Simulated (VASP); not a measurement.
An input for Quantum ESPRESSO's pw.x (written as the equivalent of a VASP run, and not itself run):

```
&CONTROL
  calculation = 'scf'
  pseudo_dir = './pseudo'
  outdir = './out'
  tprnfor = .true.
  tstress = .true.
/
&SYSTEM
  ibrav = 0
  nat = 24
  ntyp = 2
  ecutwfc = 88
  occupations = 'smearing'
  smearing = 'fermi-dirac'
  degauss = 0.03675
  input_dft = 'pbesol'
/
&ELECTRONS
  conv_thr = 7.3e-06
  electron_maxstep = 100
/
ATOMIC_SPECIES
  Na 22.990 Na.upf
  H 1.008 H.upf
CELL_PARAMETERS angstrom
     6.8584870    0.0000000    0.0000000
     3.4292440    5.9396240    0.0000000
     0.0000000    0.0000000   20.8890000
ATOMIC_POSITIONS crystal
  Na   0.7500000  0.7500000  0.4010630
  Na   0.2500000  0.2500000  0.4010630
  Na   0.7500000  0.2500000  0.4010630
  Na   0.2500000  0.7500000  0.4010630
  Na   0.4166670  0.4166670  0.5329790
  Na   0.9166670  0.9166670  0.5329790
  Na   0.4166670  0.9166670  0.5329790
  Na   0.9166670  0.4166670  0.5329790
  Na   0.0833330  0.0833330  0.6648950
  Na   0.5833330  0.5833330  0.6648950
  Na   0.0833330  0.5833330  0.6648950
  Na   0.5833330  0.0833330  0.6648950
  H    0.9166670  0.9166670  0.3351050
  H    0.4166670  0.4166670  0.3351050
  H    0.9166670  0.4166670  0.3351050
  H    0.4166670  0.9166670  0.3351050
  H    0.5833330  0.5833330  0.4670210
  H    0.0833330  0.0833330  0.4670210
  H    0.5833330  0.0833330  0.4670210
  H    0.0833330  0.5833330  0.4670210
  H    0.2500000  0.2500000  0.5989370
  H    0.7500000  0.7500000  0.5989370
  H    0.2500000  0.7500000  0.5989370
  H    0.7500000  0.2500000  0.5989370
K_POINTS automatic
  3 3 1 0 0 0
```

Problem. Write the VASP files for the same calculation (PBEsol).

Solution. This is not unique; one that fits is 
INCAR:
```
# general
SYSTEM = NaH
PREC   = Accurate
ENCUT  = 180   # plane-wave cut-off (eV)
LREAL  = Auto   # projection in real space or not
LASPH  = T   # aspherical one-centre terms

# electronic loop
EDIFF  = 1E-04   # SCF stop (eV)
NELM   = 100
ALGO   = Normal   # blocked Davidson

# smearing
ISMEAR = -1
SIGMA  = 0.5   # width (eV)

# functional
GGA    = PS

# ions
ISIF   = 2   # forces and stress, cell fixed

# output
LWAVE  = F
LCHARG = F
```

**POSCAR**
```
NaH
6.8584870
  1.0000000000   0.0000000000   0.0000000000
  0.5000000729   0.8660254076   0.0000000000
  0.0000000000   0.0000000000   3.0457154763
Na H
12 12
Cart
  1.1250000547   0.6495190557   1.2215237861
  0.3750000182   0.2165063519   1.2215237861
  0.8750000182   0.2165063519   1.2215237861
  0.6250000547   0.6495190557   1.2215237861
  0.6250005304   0.3608442085   1.6233023889
  1.3750005668   0.7938569123   1.6233023889
  0.8750005668   0.7938569123   1.6233023889
  1.1250005304   0.3608442085   1.6233023889
  0.1249995061   0.0721684953   2.0250809916
  0.8749995425   0.5051811991   2.0250809916
  0.3749995425   0.5051811991   2.0250809916
  0.6249995061   0.0721684953   2.0250809916
  1.3750005668   0.7938569123   1.0206344847
  0.6250005304   0.3608442085   1.0206344847
  1.1250005304   0.3608442085   1.0206344847
  0.8750005668   0.7938569123   1.0206344847
  0.8749995425   0.5051811991   1.4224130875
  0.1249995061   0.0721684953   1.4224130875
  0.6249995061   0.0721684953   1.4224130875
  0.3749995425   0.5051811991   1.4224130875
  0.3750000182   0.2165063519   1.8241916902
  1.1250000547   0.6495190557   1.8241916902
  0.6250000547   0.6495190557   1.8241916902
  0.8750000182   0.2165063519   1.8241916902
```

### KPOINTS
```
Automatic mesh
0
Gamma
3 3 1
0 0 0
```

POTCAR, in this order: Na_pv H (PBE.64 set). Program: vasp_std.

The two are equivalent in intent, not identical: the potentials are each code's own (VASP's PAW set, PseudoDojo norm-conserving files in pw.x), so ENCUT and ecutwfc are chosen apart and not converted; conv_thr bounds pw.x's estimated SCF error, while EDIFF bounds the energy change between steps.

The cell is a sheet with vacuum, built from a database entry that may be metastable or hypothetical.
